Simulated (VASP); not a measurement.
Ru:

```
CELL_PARAMETERS angstrom
2.68923 0.00000 0.00000
-1.34462 2.32894 0.00000
0.00000 0.00000 4.25201
ATOMIC_POSITIONS crystal
Ru 0.33333 0.66667 0.25000
Ru 0.66667 0.33333 0.75000
```

Base run:

| Item | Value |
| --- | --- |
| Program | VASP 6.6.1 |
| Functional | PBEsol |
| Potentials or basis | VASP PAW PBE potentials, release 64 (Ru_pv) |
| Cutoff | 520 eV |
| k mesh | 18 × 18 × 10 |
| Occupations | gaussian, width 0.5 eV |
| Spin | no spin polarisation |

Its results: band gap on the k mesh none (metal or under the smearing width); pressure 0.9 GPa.

Problem. The run is repeated on the same cell with these changes: cutoff from 520 eV to 900 eV; occupations from gaussian, width 0.5 eV to gaussian, width 0.1 eV. What comes out?

Solution. Band gap on the k mesh none (metal or under the smearing width); pressure 0.2 GPa.

Caveats: the PAW data sets were made with another functional, which shifts forces and pressure a little.

Not every run made on this cell is shown here.
